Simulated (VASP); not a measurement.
# FeCuSO: magnetic orders, part 2 of 7

Wanted: the lowest of several collinear orders of FeCuSO. The start is a cell from a database of measured crystal structures.

VASP 6.6.1, plane waves and PAW; the level of theory is named at each step.

So far: The structure; Relax in the ferromagnetic state.

## Step 2: Relax in the ferromagnetic state (continued)

Level of this step: r2SCAN, DFT+U (Cu d 5 eV, Fe d 3 eV), spin-polarised from a ferromagnetic start; plane waves and PAW (Cu, Fe, S, O) (VASP).

From OUTCAR (step 2):

```text
ion  position               nearest neighbor table
   1  0.500  0.500  0.500-   5 2.34   6 2.34   6 2.34   5 2.34   2 2.70   2 2.70   2 2.70   2 2.70

  LATTYP: Found a simple tetragonal cell.
 ALAT       =     3.8219000000
 C/A-ratio  =     2.2619639446

 Subroutine GETGRP returns: Found 16 space group operations
 (whereof  8 operations were pure point group operations)

The static configuration has the point symmetry D_2d.
 The point group associated with its full space group is D_4h.

 Found     12 irreducible k-points:

   k-points           NKPTS =     12   k-points in BZ     NKDIM =     12   number of bands    NBANDS=     48

   dimension x,y,z NGX =    20 NGY =   20 NGZ =   48
   dimension x,y,z NGXF=    40 NGYF=   40 NGZF=   96

   ENCUT  =  480.0 eV  35.28 Ry    5.94 a.u.   6.83  6.83 15.44*2*pi/ulx,y,z

   NELECT =      62.0000    total number of electrons

 k-points in reciprocal lattice and weights: Automatic mesh
   0.00000000  0.00000000  0.00000000       0.020
   0.20000000  0.00000000  0.00000000       0.080
   0.40000000  0.00000000  0.00000000       0.080
   0.20000000  0.20000000  0.00000000       0.080
   0.40000000  0.20000000  0.00000000       0.160
   0.40000000  0.40000000  0.00000000       0.080
   0.00000000  0.00000000  0.50000000       0.020
   0.20000000  0.00000000  0.50000000       0.080
   0.40000000  0.00000000  0.50000000       0.080
   0.20000000  0.20000000  0.50000000       0.080
   0.40000000  0.20000000  0.50000000       0.160
   0.40000000  0.40000000  0.50000000       0.080

atom =   1  type =  1  l = 2

 onsite density matrix

spin component  1

  0.9518 -0.0000 -0.0000 -0.0000  0.0000
 -0.0000  0.9309  0.0000  0.0000  0.0000
 -0.0000  0.0000  0.9579 -0.0000 -0.0000
 -0.0000  0.0000 -0.0000  0.9309 -0.0000
  0.0000  0.0000 -0.0000 -0.0000  0.9619

spin component  2

  0.9458 -0.0000 -0.0000 -0.0000 -0.0000
 -0.0000  0.9253 -0.0000  0.0000  0.0000
 -0.0000 -0.0000  0.9533 -0.0000 -0.0000
 -0.0000  0.0000 -0.0000  0.9253 -0.0000
 -0.0000  0.0000 -0.0000 -0.0000  0.9378

 occupancies and eigenvectors

  o =  0.9253  v =  0.0000  0.0000  0.0000  0.0000  0.0000  0.0000 -0.0277  0.0000  0.9996  0.0000      0.0000  0.0000  0.0000  0.0000  0.0000  0.0000  0.0000  0.0000  0.0000  0.0000
  o =  0.9253  v =  0.0000  0.0000  0.0000  0.0000  0.0000  0.0000 -0.9996  0.0000 -0.0277  0.0000      0.0000  0.0000  0.0000  0.0000  0.0000  0.0000  0.0000  0.0000  0.0000  0.0000
  o =  0.9309  v =  0.0000  0.9869 -0.0000 -0.1612 -0.0000  0.0000  0.0000  0.0000  0.0000  0.0000      0.0000  0.0000  0.0000  0.0000  0.0000  0.0000  0.0000  0.0000  0.0000  0.0000
  o =  0.9309  v =  0.0000 -0.1612  0.0000 -0.9869  0.0000  0.0000  0.0000  0.0000  0.0000  0.0000      0.0000  0.0000  0.0000  0.0000  0.0000  0.0000  0.0000  0.0000  0.0000  0.0000
  o =  0.9378  v =  0.0000  0.0000  0.0000  0.0000  0.0000  0.0000 -0.0000 -0.0000 -0.0000 -1.0000      0.0000  0.0000  0.0000  0.0000  0.0000  0.0000  0.0000  0.0000  0.0000  0.0000
  o =  0.9458  v =  0.0000  0.0000  0.0000  0.0000  0.0000  1.0000  0.0000  0.0000  0.0000  0.0000      0.0000  0.0000  0.0000  0.0000  0.0000  0.0000  0.0000  0.0000  0.0000  0.0000
  o =  0.9518  v =  1.0000  0.0000  0.0000  0.0000  0.0000  0.0000  0.0000  0.0000  0.0000  0.0000      0.0000  0.0000  0.0000  0.0000  0.0000  0.0000  0.0000  0.0000  0.0000  0.0000
  o =  0.9533  v =  0.0000  0.0000  0.0000  0.0000  0.0000  0.0000 -0.0000 -1.0000  0.0000  0.0000      0.0000  0.0000  0.0000  0.0000  0.0000  0.0000  0.0000  0.0000  0.0000  0.0000
  o =  0.9579  v =  0.0000 -0.0000 -1.0000 -0.0000 -0.0000  0.0000  0.0000  0.0000  0.0000  0.0000      0.0000  0.0000  0.0000  0.0000  0.0000  0.0000  0.0000  0.0000  0.0000  0.0000
  o =  0.9619  v =  0.0000  0.0000 -0.0000  0.0000  1.0000  0.0000  0.0000  0.0000  0.0000  0.0000      0.0000  0.0000  0.0000  0.0000  0.0000  0.0000  0.0000  0.0000  0.0000  0.0000

atom =   2  type =  1  l = 2

 onsite density matrix

spin component  1

  0.9518 -0.0000 -0.0000 -0.0000 -0.0000
 -0.0000  0.9309  0.0000  0.0000 -0.0000
 -0.0000  0.0000  0.9579  0.0000  0.0000
 -0.0000  0.0000  0.0000  0.9309 -0.0000
 -0.0000 -0.0000  0.0000 -0.0000  0.9619

spin component  2

  0.9458 -0.0000 -0.0000 -0.0000  0.0000
 -0.0000  0.9253 -0.0000  0.0000  0.0000
 -0.0000 -0.0000  0.9533  0.0000  0.0000
 -0.0000  0.0000  0.0000  0.9253 -0.0000
  0.0000  0.0000  0.0000 -0.0000  0.9378

 occupancies and eigenvectors

  o =  0.9253  v =  0.0000  0.0000  0.0000  0.0000  0.0000  0.0000 -0.9380 -0.0000  0.3467  0.0000      0.0000  0.0000  0.0000  0.0000  0.0000  0.0000  0.0000  0.0000  0.0000  0.0000
  o =  0.9253  v =  0.0000  0.0000  0.0000  0.0000  0.0000  0.0000  0.3467  0.0000  0.9380 -0.0000      0.0000  0.0000  0.0000  0.0000  0.0000  0.0000  0.0000  0.0000  0.0000  0.0000
  o =  0.9309  v =  0.0000 -0.4873 -0.0000 -0.8732  0.0000  0.0000  0.0000  0.0000  0.0000  0.0000      0.0000  0.0000  0.0000  0.0000  0.0000  0.0000  0.0000  0.0000  0.0000  0.0000
  o =  0.9309  v =  0.0000 -0.8732 -0.0000  0.4873  0.0000  0.0000  0.0000  0.0000  0.0000  0.0000      0.0000  0.0000  0.0000  0.0000  0.0000  0.0000  0.0000  0.0000  0.0000  0.0000
  o =  0.9378  v =  0.0000  0.0000  0.0000  0.0000  0.0000  0.0000  0.0000 -0.0000  0.0000  1.0000      0.0000  0.0000  0.0000  0.0000  0.0000  0.0000  0.0000  0.0000  0.0000  0.0000
  o =  0.9458  v =  0.0000  0.0000  0.0000  0.0000  0.0000  1.0000  0.0000  0.0000  0.0000  0.0000      0.0000  0.0000  0.0000  0.0000  0.0000  0.0000  0.0000  0.0000  0.0000  0.0000
  o =  0.9518  v =  1.0000  0.0000  0.0000  0.0000  0.0000  0.0000  0.0000  0.0000  0.0000  0.0000      0.0000  0.0000  0.0000  0.0000  0.0000  0.0000  0.0000  0.0000  0.0000  0.0000
  o =  0.9533  v =  0.0000  0.0000  0.0000  0.0000  0.0000  0.0000 -0.0000  1.0000 -0.0000  0.0000      0.0000  0.0000  0.0000  0.0000  0.0000  0.0000  0.0000  0.0000  0.0000  0.0000
  o =  0.9579  v =  0.0000  0.0000 -1.0000  0.0000  0.0000  0.0000  0.0000  0.0000  0.0000  0.0000      0.0000  0.0000  0.0000  0.0000  0.0000  0.0000  0.0000  0.0000  0.0000  0.0000
  o =  0.9619  v =  0.0000 -0.0000 -0.0000  0.0000 -1.0000  0.0000  0.0000  0.0000  0.0000  0.0000      0.0000  0.0000  0.0000  0.0000  0.0000  0.0000  0.0000  0.0000  0.0000  0.0000

atom =   3  type =  2  l = 2

 onsite density matrix

spin component  1

  0.9806 -0.0000  0.0000  0.0000 -0.0000
 -0.0000  0.9806 -0.0000  0.0000 -0.0000
  0.0000 -0.0000  0.9758 -0.0000 -0.0000
  0.0000  0.0000 -0.0000  0.9806 -0.0000
 -0.0000 -0.0000 -0.0000 -0.0000  1.0400

spin component  2

  0.4016 -0.0000 -0.0000 -0.0000  0.0000
 -0.0000  0.1112 -0.0000 -0.0000  0.0000
 -0.0000 -0.0000  0.1495  0.0000 -0.0000
[...]
0.0000  0.0000  0.0000  0.9806 -0.0000
  0.0000 -0.0000  0.0000 -0.0000  1.0400

spin component  2

  0.4016  0.0000 -0.0000 -0.0000 -0.0000
  0.0000  0.1112  0.0000 -0.0000  0.0000
 -0.0000  0.0000  0.1495 -0.0000 -0.0000
 -0.0000 -0.0000 -0.0000  0.1112  0.0000
 -0.0000  0.0000 -0.0000  0.0000  0.2071

 occupancies and eigenvectors

  o =  0.1112  v =  0.0000  0.0000  0.0000  0.0000  0.0000  0.0000  0.9991 -0.0000 -0.0427 -0.0000      0.0000  0.0000  0.0000  0.0000  0.0000  0.0000  0.0000  0.0000  0.0000  0.0000
  o =  0.1112  v =  0.0000  0.0000  0.0000  0.0000  0.0000  0.0000  0.0427 -0.0000  0.9991 -0.0000      0.0000  0.0000  0.0000  0.0000  0.0000  0.0000  0.0000  0.0000  0.0000  0.0000
  o =  0.1495  v =  0.0000  0.0000  0.0000  0.0000  0.0000  0.0000 -0.0000 -1.0000 -0.0000 -0.0000      0.0000  0.0000  0.0000  0.0000  0.0000  0.0000  0.0000  0.0000  0.0000  0.0000
  o =  0.2071  v =  0.0000  0.0000  0.0000  0.0000  0.0000  0.0000  0.0000 -0.0000 -0.0000  1.0000      0.0000  0.0000  0.0000  0.0000  0.0000  0.0000  0.0000  0.0000  0.0000  0.0000
  o =  0.4016  v =  0.0000  0.0000  0.0000  0.0000  0.0000  1.0000  0.0000  0.0000  0.0000  0.0000      0.0000  0.0000  0.0000  0.0000  0.0000  0.0000  0.0000  0.0000  0.0000  0.0000
  o =  0.9758  v =  0.0000  0.0000  1.0000 -0.0000 -0.0000  0.0000  0.0000  0.0000  0.0000  0.0000      0.0000  0.0000  0.0000  0.0000  0.0000  0.0000  0.0000  0.0000  0.0000  0.0000
  o =  0.9806  v =  0.0000  0.9296 -0.0000 -0.3685  0.0000  0.0000  0.0000  0.0000  0.0000  0.0000      0.0000  0.0000  0.0000  0.0000  0.0000  0.0000  0.0000  0.0000  0.0000  0.0000
  o =  0.9806  v =  0.0000  0.3685  0.0000  0.9296  0.0000  0.0000  0.0000  0.0000  0.0000  0.0000      0.0000  0.0000  0.0000  0.0000  0.0000  0.0000  0.0000  0.0000  0.0000  0.0000
  o =  0.9806  v =  1.0000  0.0000  0.0000  0.0000  0.0000  0.0000  0.0000  0.0000  0.0000  0.0000      0.0000  0.0000  0.0000  0.0000  0.0000  0.0000  0.0000  0.0000  0.0000  0.0000
  o =  1.0400  v =  0.0000  0.0000  0.0000  0.0000  1.0000  0.0000  0.0000  0.0000  0.0000  0.0000      0.0000  0.0000  0.0000  0.0000  0.0000  0.0000  0.0000  0.0000  0.0000  0.0000

 average (electrostatic) potential at core
       1 -70.0409       2 -70.0409       3 -52.1422       4 -52.1422       5 -89.3956
       6 -89.3956       7 -74.6908       8 -74.6908

 E-fermi :   4.6689

 spin component 1
 k-point     1 :       0.0000    0.0000    0.0000
  band No.  band energies     occupation
    ...
     30       2.4769      1.00000
     31       2.5365      1.00000
     32       3.1118      1.00000
     33       3.1118      1.00000
     34       4.6295      0.86774
     35       5.0875      0.00000
     36       5.0875      0.00000
     37       7.1948      0.00000
     38       9.1707      0.00000
     39       9.3927      0.00000
    ...

 k-point     2 :       0.2000    0.0000    0.0000
  band No.  band energies     occupation
    ...
     31       2.4740      1.00000
     32       2.5516      1.00000
     33       3.5634      1.00000
     34       4.2867      1.00000
     35       4.5060      1.00000
     36       5.0116      0.00000
     37       8.3225      0.00000
     38       9.5625      0.00000
     39      10.3788      0.00000
     40      10.4013      0.00000
    ...

 k-point     3 :       0.4000    0.0000    0.0000
  band No.  band energies     occupation
    ...
     31       2.1320      1.00000
     32       2.3204      1.00000
     33       3.9303      1.00000
     34       4.2294      1.00000
     35       4.2358      1.00000
     36       4.7419      0.01950
     37       9.1531      0.00000
     38       9.3903      0.00000
     39      10.1192      0.00000
     40      10.5340      0.00000
    ...

 k-point     4 :       0.2000    0.2000    0.0000
  band No.  band energies     occupation
    ...
     32       2.8441      1.00000
     33       3.0868      1.00000
     34       4.2018      1.00000
     35       4.3429      1.00000
     36       4.4024      1.00000
     37       8.9879      0.00000
     38      10.3644      0.00000
     39      10.9991      0.00000
     40      11.0445      0.00000
     41      11.1661      0.00000
    ...

 k-point     5 :       0.4000    0.2000    0.0000
  band No.  band energies     occupation
    ...
     32       2.6302      1.00000
     33       3.4629      1.00000
     34       3.6144      1.00000
     35       3.9375      1.00000
     36       4.1445      1.00000
     37       9.8172      0.00000
     38       9.9166      0.00000
     39      10.4219      0.00000
     40      10.8809      0.00000
     41      11.9734      0.00000
    ...

 k-point     6 :       0.4000    0.4000    0.0000
  band No.  band energies     occupation
    ...
     32       2.7223      1.00000
     33       2.9784      1.00000
     34       3.2397      1.00000
     35       3.3858      1.00000
     36       3.4292      1.00000
     37       9.7042      0.00000
     38      10.0427      0.00000
     39      10.5831      0.00000
     40      10.7435      0.00000
     41      11.6814      0.00000
    ...

  Total        0.0548187      0.0548187     -0.0329182      0.0000000      0.0000000      0.0000000
  in kB        0.7921751      0.7921751     -0.4756943      0.0000000      0.0000000      0.0000000
  external PRESSURE =       0.3695520 kB  Pullay stress =       0.0000000 kB

  energy-cutoff  :      480.00
  volume of cell :      110.87
      direct lattice vectors                 reciprocal lattice vectors
     3.828952943  0.000000000 -0.000000000     0.261168005  0.000000000  0.000000000
    -0.000000000  3.828952943  0.000000000    -0.000000000  0.261168005  0.000000000
    -0.000000000 -0.000000000  7.562373257     0.000000000 -0.000000000  0.132233621

 POSITION                                       TOTAL-FORCE (eV/Angst)
 -----------------------------------------------------------------------------------
      1.91448      1.91448      3.78119        -0.000000     -0.000000      0.000000
     -0.00000     -0.00000      3.78119         0.000000     -0.000000      0.000000
      0.00000      0.00000      0.00000         0.000000     -0.000000      0.000000
      1.91448      1.91448      0.00000        -0.000000     -0.000000      0.000000
     -0.00000      1.91448      5.09521        -0.000000     -0.000000      0.012382
      1.91448      0.00000      2.46716         0.000000      0.000000     -0.012382
     -0.00000      1.91448      0.56254        -0.000000     -0.000000      0.015899
      1.91448      0.00000      6.99983         0.000000      0.000000     -0.015899
 -----------------------------------------------------------------------------------
    total drift:                               -0.000000      0.000000      0.000000

  FREE ENERGIE OF THE ION-ELECTRON SYSTEM (eV)
  ---------------------------------------------------
  free  energy   TOTEN  =       -77.9274929270 eV

  energy  without entropy=      -77.9246379856  energy(sigma->0) =      -77.92606546

 reached required accuracy - stopping structural energy minimisation

 total charge
# of ion       s       p       d       tot
------------------------------------------
    1        0.358   0.383   9.398  10.139
    2        0.358   0.383   9.398  10.139
    3        0.344   0.466   5.915   6.725
    4        0.344   0.466   5.915   6.725
    5        1.322   2.382   0.000   3.704
    6        1.322   2.382   0.000   3.704
    7        1.566   3.505   0.000   5.071
    8        1.566   3.505   0.000   5.071
--------------------------------------------------
tot          7.182  13.471  30.627  51.280

 magnetization (x)
# of ion       s       p       d       tot
------------------------------------------
    1        0.002   0.009   0.046   0.057
    2        0.002   0.009   0.046   0.057
    3        0.038   0.028   3.975   4.041
    4        0.038   0.028   3.975   4.041
    5        0.007   0.096   0.000   0.104
    6        0.007   0.096   0.000   0.104
    7        0.022   0.288   0.000   0.310
    8        0.022   0.288   0.000   0.310
--------------------------------------------------
tot          0.138   0.843   8.043   9.023

[... 6 further parts left out ...]
```

CONTCAR:

```
FeCuSO
   1.00000000000000
     3.8289529429306985    0.0000000000000000   -0.0000000000000000
    -0.0000000000000000    3.8289529429306985    0.0000000000000000
    -0.0000000000000000   -0.0000000000000000    7.5623732574074563
  Cu              Fe              S               O
     2     2     2     2
Direct
     0.5000000000000000    0.5000000000000000    0.5000000000000000
     0.0000000000000000    0.0000000000000000    0.5000000000000000
     0.0000000000000000    0.0000000000000000    0.0000000000000000
     0.5000000000000000    0.5000000000000000    0.0000000000000000
     0.0000000000000000    0.5000000000000000    0.6737580009314362
     0.5000000000000000    0.0000000000000000    0.3262419990685641
     0.0000000000000000    0.5000000000000000    0.0743867378598010
     0.5000000000000000    0.0000000000000000    0.9256132621401988
```

The magnetic state follows from one typed start and may not be the lowest. The k-mesh is coarse for a metal. The PAW data sets were made with PBE, which is usual practice but a small mismatch for other functionals. After so large a change of volume the plane waves of the start cell no longer fit, so the final stress carries a basis-set error. The run keeps the 16 symmetry operations of its start, so it cannot find a distortion of lower symmetry.

The steps of the relaxation (22 of 27):

```tsv
step	energy less that of the first step (eV)	largest force (eV/Å)	pressure (GPa)	volume (Å³)
1	0.0000	0.4698	-4.07	126.28
2	-0.1191	0.5066	0.16	120.49
3	-0.1237	0.6532	1.62	118.95
5	-0.4113	0.5177	1.74	111.27
6	-0.4316	0.0978	-1.80	113.82
7	-0.4348	0.2070	-1.10	113.13
8	-0.4498	0.1084	-0.72	112.54
10	-0.4571	0.1105	0.16	111.27
11	-0.4571	0.1091	0.42	111.00
12	-0.4584	0.0610	0.34	110.97
13	-0.4589	0.0741	0.17	110.95
15	-0.4592	0.0221	-0.26	111.17
16	-0.4592	0.0334	-0.13	111.14
17	-0.4592	0.0243	-0.27	111.15
18	-0.4593	0.0380	0.07	110.89
20	-0.4593	0.0287	-0.07	110.97
21	-0.4593	0.0279	0.06	110.91
22	-0.4593	0.0360	0.12	110.94
23	-0.4593	0.0358	-0.23	110.95
25	-0.4593	0.0344	-0.05	110.95
26	-0.4594	0.0209	0.07	110.91
27	-0.4595	0.0159	0.04	110.87
```

```tsv
cell as run	before	after	change
a (Å)	3.822	3.829	+0.2 %
b (Å)	3.822	3.829	+0.2 %
c (Å)	8.645	7.562	-12.5 %
volume (Å³/atom)	15.78	13.86	-12.2 %
```

The atoms that moved most (Å, as changes of fractional coordinates times the final cell):

```tsv
atom	dx	dy	dz	length
S6	0.000	0.000	-0.136	0.136
S5	0.000	0.000	0.136	0.136
```

Final coordinates:

```cif
data_structure
_symmetry_space_group_name_H-M 'P 1'
_symmetry_Int_Tables_number 1
_cell_length_a 3.8290
_cell_length_b 3.8290
_cell_length_c 7.5624
_cell_angle_alpha 90.000
_cell_angle_beta 90.000
_cell_angle_gamma 90.000
_cell_volume 110.87
loop_
_atom_site_label
_atom_site_type_symbol
_atom_site_fract_x
_atom_site_fract_y
_atom_site_fract_z
_atom_site_occupancy
Cu1 Cu 0.50000 0.50000 0.50000 1
Cu2 Cu 0.00000 0.00000 0.50000 1
Fe3 Fe 0.00000 0.00000 0.00000 1
Fe4 Fe 0.50000 0.50000 0.00000 1
S5 S 0.00000 0.50000 0.67376 1
S6 S 0.50000 0.00000 0.32624 1
O7 O 0.00000 0.50000 0.07439 1
O8 O 0.50000 0.00000 0.92561 1
```

This step gave:

```
electronic cycles                                 : 179
electrons                                         : 62
free energy (TOTEN)                               : -77.9275 eV
energy at zero smearing                           : -77.9261 eV
Fermi energy                                      : 4.669 eV
moment of the cell, from the last line of the log : 9.187 μB
labelled metallic, from the levels on this mesh   : yes
```

Spin moment in the PAW sphere by atom:

```tsv
atom	spin moment in the PAW sphere (μB)
Cu1	0.06
Cu2	0.06
Fe3	4.04
Fe4	4.04
S5	0.10
S6	0.10
O7	0.31
O8	0.31
```

The run ended after 27 ionic steps, 0.459 eV below its first step, once forces and stress met EDIFFG = -0.02.

(Continued in part 3 of 7.)

[Lines on the potential files, build, host, timing and source positions are cut from VASP's logs without a mark.]

[Logs are printed without paths, hosts, clocks, repeated set-up lines and the standing remarks that a program may print on its own settings, such as how far it seeks lower states.]

[Hosts, paths, dates, database ids (printed as entryN), source tags and the programs' standing remarks are cut or masked in the printed files.]

[In band tables of VASP the shares of atoms and orbitals are scaled to a sum of 1 inside the atoms' spheres.]

[Runs that stopped without an error message from VASP are left out.]
